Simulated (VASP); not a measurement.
# Ta: surface energy and work function by face, part 4 of 6

Aim: compare the low-index faces of Ta at one level of theory.

VASP 6.6.1; PBE; plane waves and PAW (Ta).

So far. Step 4 (Surface relaxation, 7 atoms, face Ta(110)): The run ended after 12 ionic steps, 0.066 eV below its first step, once the forces on the free atoms met EDIFFG = -0.03. Step 5 (Potential and states of the slab, 7 atoms, face Ta(110)): The vacuum level lies 4.74 eV above the Fermi level at the upper face; both faces agree, as the slab has next to no dipole.

## 6. Surface relaxation, 9 atoms, face Ta(100)

System of this step: Ta(100). The cell holds 9 atoms: 9 Ta. Cell: a = 3.310 Å, b = 3.310 Å, c = 28.240 Å, α = 90.0°, β = 90.0°, γ = 90.0°. It derives from Ta. 9 layers of bcc Ta, cut at this functional's lattice. Vacuum lies along c.

INCAR

```
SYSTEM = Ta
PREC = Normal
ENCUT = 320
EDIFF = 1E-05
NELM = 120
ISMEAR = 1
SIGMA = 0.15
LREAL = .FALSE.
ALGO = Fast
GGA = PE
NBANDS = 31
LASPH = .TRUE.
LORBIT = 11
LWAVE = .FALSE.
LCHARG = .FALSE.
KPAR = 4
IBRION = 2
NSW = 40
ISIF = 2
EDIFFG = -0.03
POTIM = 0.4
MAXMIX = 40
```

POSCAR

```
Ta
1.0
    3.3100000000      0.0000000000      0.0000000000
    0.0000000000      3.3100000000      0.0000000000
    0.0000000000      0.0000000000     28.2400000000
Ta
9
Direct
    0.0000000000      0.0000000000      0.2655807400
    0.5000000000      0.5000000000      0.3241855500
    0.0000000000      0.0000000000      0.3827903700
    0.5000000000      0.5000000000      0.4413951800
    0.0000000000      0.0000000000      0.5000000000
    0.5000000000      0.5000000000      0.5586048200
    0.0000000000      0.0000000000      0.6172096300
    0.5000000000      0.5000000000      0.6758144500
    0.0000000000      0.0000000000      0.7344192600
```

KPOINTS

```
Automatic mesh
0
Gamma
9 9 1
0 0 0
```

The projector-augmented-wave data sets are Ta (PBE family, release 64).

The run is started by

```sh
> mpirun -np 4 vasp_std
```

The program printed:

```text
[banner, memory and clock lines left out]
running    4 mpi-ranks, on    1 nodes
 distrk:  each k-point on    1 cores,    4 groups
 distr:  one band on    1 cores,    1 groups

 POSCAR found type information on POSCAR Ta
 POSCAR found :  1 types and       9 ions
 LDA part: xc-table for (Slater+PW92), standard interpolation
 POSCAR, INCAR and KPOINTS ok, starting setup
 FFT: planning ... GRIDC
 FFT: planning ... GRID_SOFT
 FFT: planning ... GRID
 WAVECAR not read
 entering main loop
       N       E                     dE             d eps       ncg     rms          rms(c)
DAV:   1     0.107222027973E+03    0.10722E+03   -0.12511E+04   930   0.768E+02
DAV:   2    -0.926425319960E+02   -0.19986E+03   -0.18674E+03  1288   0.165E+02
DAV:   3    -0.112086275805E+03   -0.19444E+02   -0.18463E+02  1251   0.519E+01
DAV:   4    -0.113504378649E+03   -0.14181E+01   -0.13921E+01  1564   0.130E+01
DAV:   5    -0.113539261560E+03   -0.34883E-01   -0.34684E-01  1461   0.213E+00    0.404E+01
RMM:   6    -0.157627583982E+03   -0.44088E+02   -0.20943E+02  1369   0.346E+01    0.237E+01
RMM:   7    -0.130733304569E+03    0.26894E+02   -0.10516E+02  1061   0.277E+01    0.205E+01
RMM:   8    -0.104040078383E+03    0.26693E+02   -0.15683E+01   984   0.138E+01    0.773E+00
RMM:   9    -0.103327835838E+03    0.71224E+00   -0.99445E+00  1140   0.831E+00    0.464E+00
RMM:  10    -0.103246099793E+03    0.81736E-01   -0.31090E+00  1085   0.498E+00    0.326E+00
RMM:  11    -0.103300894536E+03   -0.54795E-01   -0.12578E+00  1336   0.262E+00    0.302E+00
RMM:  12    -0.103229336166E+03    0.71558E-01   -0.15575E-01  1227   0.987E-01    0.282E+00
RMM:  13    -0.103184004236E+03    0.45332E-01   -0.19414E-01  1166   0.101E+00    0.267E+00
RMM:  14    -0.103025457020E+03    0.15855E+00   -0.38484E-01  1228   0.160E+00    0.140E+00
RMM:  15    -0.103102847667E+03   -0.77391E-01   -0.50147E-01  1319   0.147E+00    0.172E+00
RMM:  16    -0.103048256626E+03    0.54591E-01   -0.28492E-02  1055   0.631E-01    0.146E+00
RMM:  17    -0.102978052373E+03    0.70204E-01   -0.98458E-02  1135   0.720E-01    0.699E-01
RMM:  18    -0.102981194360E+03   -0.31420E-02   -0.14964E-02  1277   0.353E-01    0.650E-01
RMM:  19    -0.102972446487E+03    0.87479E-02   -0.29652E-02  1188   0.374E-01    0.333E-01
RMM:  20    -0.102970693634E+03    0.17529E-02   -0.15060E-02  1231   0.310E-01    0.114E-01
RMM:  21    -0.102971367102E+03   -0.67347E-03   -0.99704E-03  1280   0.226E-01    0.106E-01
RMM:  22    -0.102970973625E+03    0.39348E-03   -0.10249E-03   990   0.111E-01    0.602E-02
RMM:  23    -0.102970888317E+03    0.85308E-04   -0.45672E-04  1202   0.595E-02    0.165E-02
RMM:  24    -0.102970893903E+03   -0.55860E-05   -0.11708E-04  1011   0.304E-02    0.904E-03
RMM:  25    -0.102970898419E+03   -0.45155E-05   -0.37483E-05   709   0.189E-02
   1 F= -.10297090E+03 E0= -.10296893E+03  d E =-.102971E+03
 curvature:   0.00 expect dE= 0.000E+00 dE for cont linesearch  0.000E+00
 trial: gam= 0.00000 g(F)=  0.333E+00 g(S)=  0.000E+00 ort = 0.000E+00 (trialstep = 0.100E+01)
 search vector abs. value=  0.333E+00
 bond charge predicted
       N       E                     dE             d eps       ncg     rms          rms(c)
DAV:   1    -0.103258753449E+03   -0.28786E+00   -0.24499E+01  1014   0.210E+01    0.208E+00
RMM:   2    -0.103527416095E+03   -0.26866E+00   -0.16372E+00  1078   0.361E+00    0.257E+00
RMM:   3    -0.103363895740E+03    0.16352E+00   -0.39051E-01   963   0.211E+00    0.177E+00
RMM:   4    -0.103236298711E+03    0.12760E+00   -0.64807E-01  1122   0.187E+00    0.488E-01
RMM:   5    -0.103233292753E+03    0.30060E-02   -0.95797E-02  1192   0.882E-01    0.418E-01
RMM:   6    -0.103230873334E+03    0.24194E-02   -0.13302E-02  1205   0.314E-01    0.316E-01
RMM:   7    -0.103228305951E+03    0.25674E-02   -0.15894E-02  1104   0.337E-01    0.116E-01
RMM:   8    -0.103228591377E+03   -0.28543E-03   -0.60834E-03  1201   0.216E-01    0.862E-02
RMM:   9    -0.103228438740E+03    0.15264E-03   -0.87004E-04  1036   0.999E-02    0.515E-02
RMM:  10    -0.103228396629E+03    0.42111E-04   -0.77623E-04  1151   0.763E-02    0.234E-02
RMM:  11    -0.103228445609E+03   -0.48980E-04   -0.22422E-04  1171   0.417E-02    0.181E-02
RMM:  12    -0.103228520427E+03   -0.74818E-04   -0.11975E-04  1021   0.265E-02    0.316E-02
RMM:  13    -0.103228528548E+03   -0.81204E-05   -0.39313E-05   728   0.207E-02
   2 F= -.10322853E+03 E0= -.10322629E+03  d E =-.257630E+00
[... from here on, the cycles between the ionic steps are left out ...]
   3 F= -.10331187E+03 E0= -.10330855E+03  d E =-.340970E+00
   4 F= -.10331242E+03 E0= -.10330907E+03  d E =-.341523E+00
   5 F= -.10334117E+03 E0= -.10333741E+03  d E =-.287472E-01
   6 F= -.10335310E+03 E0= -.10334946E+03  d E =-.406779E-01
   7 F= -.10335529E+03 E0= -.10335161E+03  d E =-.218775E-02
   8 F= -.10335741E+03 E0= -.10335374E+03  d E =-.430748E-02
   9 F= -.10335902E+03 E0= -.10335550E+03  d E =-.161223E-02
  10 F= -.10336273E+03 E0= -.10335961E+03  d E =-.532746E-02
 curvature:  -5.04 expect dE=-0.379E-02 dE for cont linesearch -0.148E-02
 ZBRENT: increasing intervall
 opt :   7.6088  next Energy=  -103.365042 (dE=-0.764E-02)
 bond charge predicted
       N       E                     dE             d eps       ncg     rms          rms(c)
DAV:   1    -0.103372883650E+03   -0.10148E-01   -0.80531E+00   930   0.122E+01    0.705E-01
RMM:   2    -0.103364023837E+03    0.88598E-02   -0.30367E-02   941   0.917E-01    0.532E-02
RMM:   3    -0.103364871911E+03   -0.84807E-03   -0.84889E-03  1146   0.313E-01    0.435E-02
RMM:   4    -0.103364961891E+03   -0.89980E-04   -0.15606E-03  1250   0.123E-01    0.254E-02
RMM:   5    -0.103364991214E+03   -0.29323E-04   -0.26494E-04  1150   0.461E-02    0.220E-02
RMM:   6    -0.103365012564E+03   -0.21349E-04   -0.12566E-04  1011   0.307E-02    0.104E-02
RMM:   7    -0.103365022761E+03   -0.10197E-04   -0.16679E-05   614   0.141E-02    0.760E-03
RMM:   8    -0.103365024238E+03   -0.14771E-05   -0.80389E-06   583   0.100E-02
  11 F= -.10336502E+03 E0= -.10336261E+03  d E =-.761777E-02
 curvature:  -7.86 expect dE=-0.253E-03 dE for cont linesearch -0.108E-03
 trial: gam= 0.00000 g(F)=  0.322E-04 g(S)=  0.000E+00 ort =-0.271E-03 (trialstep = 0.213E+01)
 search vector abs. value=  0.322E-04
 reached required accuracy - stopping structural energy minimisation
```

Elapsed: 1.9 min, on 4 MPI ranks of Intel Xeon Platinum 8259CL at 2.50GHz (Skylake/Cascade Lake), shared host; peak memory 0.8 GiB; 7.7 min of CPU time.

From OUTCAR (step 6):

```text
   k-points           NKPTS =     15   k-points in BZ     NKDIM =     15   number of bands    NBANDS=     31

   ENCUT  =  320.0 eV  23.52 Ry    4.85 a.u.   4.83  4.83 41.19*2*pi/ulx,y,z

   NELECT =      45.0000    total number of electrons

 E-fermi :   1.3911

 k-point     1 :       0.0000    0.0000    0.0000
  band No.  band energies     occupation
    ...
     12      -1.4303      2.00000
     13      -0.7551      2.00000
     14       0.3584      2.00000
     15       1.4001      0.89848
     16       1.4036      0.85884
     17       1.7030     -0.01227
     18       1.8692     -0.00006
     19       1.9187     -0.00001
     20       1.9810     -0.00000
     21       1.9810     -0.00000
    ...

  Total       -1.4807602     -1.4807602     -0.1243435      0.0000000      0.0000000      0.0000000
  in kB       -7.6678683     -7.6678683     -0.6438917      0.0000000      0.0000000      0.0000000
  external PRESSURE =      -5.3265428 kB  Pullay stress =       0.0000000 kB

 POSITION                                       TOTAL-FORCE (eV/Angst)
 -----------------------------------------------------------------------------------
      3.31000      0.00000      7.71920        -0.000000     -0.000000     -0.012119
      1.65500      1.65500      9.13613        -0.000000      0.000000     -0.013815
      0.00000      0.00000     10.78382        -0.000000     -0.000000      0.007989
      1.65500      1.65500     12.48646        -0.000000      0.000000     -0.003982
      0.00000      0.00000     14.12000        -0.000000      0.000000      0.000000
      1.65500      1.65500     15.75354        -0.000000      0.000000      0.003982
      0.00000      0.00000     17.45618        -0.000000     -0.000000     -0.007989
      1.65500      1.65500     19.10387         0.000000      0.000000      0.013815
      0.00000      0.00000     20.52080        -0.000000     -0.000000      0.012119
 -----------------------------------------------------------------------------------
    total drift:                                0.000000      0.000000     -0.000000

  FREE ENERGIE OF THE ION-ELECTRON SYSTEM (eV)
  ---------------------------------------------------
  free  energy   TOTEN  =      -103.3650242380 eV

  energy  without entropy=     -103.3577746793  energy(sigma->0) =     -103.36260772

[... 1 part as in an earlier step ...]

[... 15 further parts left out ...]
```

CONTCAR:

```
Ta
   1.00000000000000
     3.3100000000000001    0.0000000000000000    0.0000000000000000
     0.0000000000000000    3.3100000000000001    0.0000000000000000
     0.0000000000000000    0.0000000000000000   28.2399999999999984
  Ta
     9
Direct
     1.0000000000000000    0.0000000000000000    0.2733427852704980
     0.5000000000000000    0.5000000000000000    0.3235174356025704
     0.0000000000000000    0.0000000000000000    0.3818634191005972
     0.5000000000000000    0.5000000000000000    0.4421551148654844
     0.0000000000000000    0.0000000000000000    0.5000000000000000
     0.5000000000000000    0.5000000000000000    0.5578448851345156
     0.0000000000000000    0.0000000000000000    0.6181365808994027
     0.5000000000000000    0.5000000000000000    0.6764825643974298
     0.0000000000000000    0.0000000000000000    0.7266572147295017
```

The run keeps the 16 symmetry operations of its start, so it cannot find a distortion of lower symmetry.

The steps of the relaxation:

| step | energy less that of the first step (eV) | largest force (eV/Å) |
| --- | --- | --- |
| 1 | 0.0000 | 1.5259 |
| 2 | -0.2576 | 0.9340 |
| 3 | -0.3410 | 0.4191 |
| 4 | -0.3415 | 0.4182 |
| 5 | -0.3703 | 0.2143 |
| 6 | -0.3822 | 0.1148 |
| 7 | -0.3844 | 0.0781 |
| 8 | -0.3865 | 0.1529 |
| 9 | -0.3881 | 0.1371 |
| 10 | -0.3918 | 0.0887 |
| 11 | -0.3941 | 0.0138 |

The atoms that moved most (Å):

| atom | dx | dy | dz | length |
| --- | --- | --- | --- | --- |
| Ta1 | 0.000 | 0.000 | 0.219 | 0.219 |
| Ta9 | 0.000 | 0.000 | -0.219 | 0.219 |
| Ta7 | 0.000 | 0.000 | 0.026 | 0.026 |
| Ta3 | 0.000 | 0.000 | -0.026 | 0.026 |
| Ta4 | 0.000 | 0.000 | 0.021 | 0.021 |
| Ta6 | 0.000 | 0.000 | -0.021 | 0.021 |
| Ta8 | 0.000 | 0.000 | 0.019 | 0.019 |
| Ta2 | 0.000 | 0.000 | -0.019 | 0.019 |

Final coordinates:

```
Ta
1.0
     3.31000    0.00000    0.00000
     0.00000    3.31000    0.00000
     0.00000    0.00000   28.24000
Ta
9
Direct
  0.00000 0.00000 0.27334
  0.50000 0.50000 0.32352
  0.00000 0.00000 0.38186
  0.50000 0.50000 0.44216
  0.00000 0.00000 0.50000
  0.50000 0.50000 0.55784
  0.00000 0.00000 0.61814
  0.50000 0.50000 0.67648
  0.00000 0.00000 0.72666
```

Numbers from this step:

| Property | Result |
| --- | --- |
| electronic cycles | 101 |
| electrons | 45 |
| free energy (TOTEN) | -103.3650 eV |
| energy at zero smearing | -103.3626 eV |
| Fermi energy | 1.391 eV |

The run ended after 11 ionic steps, 0.394 eV below its first step, once the forces on the free atoms met EDIFFG = -0.03.

(Part 4 of 6 ends here.)

[Lines on the potential files, build, host, timing and source positions are cut from VASP's logs without a mark.]

[Logs are printed without paths, hosts, clocks, repeated set-up lines and the standing remarks that a program may print on its own settings, such as how far it seeks lower states.]

[Hosts, paths, dates, database ids (printed as entryN), source tags and the programs' standing remarks are cut or masked in the printed files.]

[Runs that stopped without an error message from VASP are left out.]
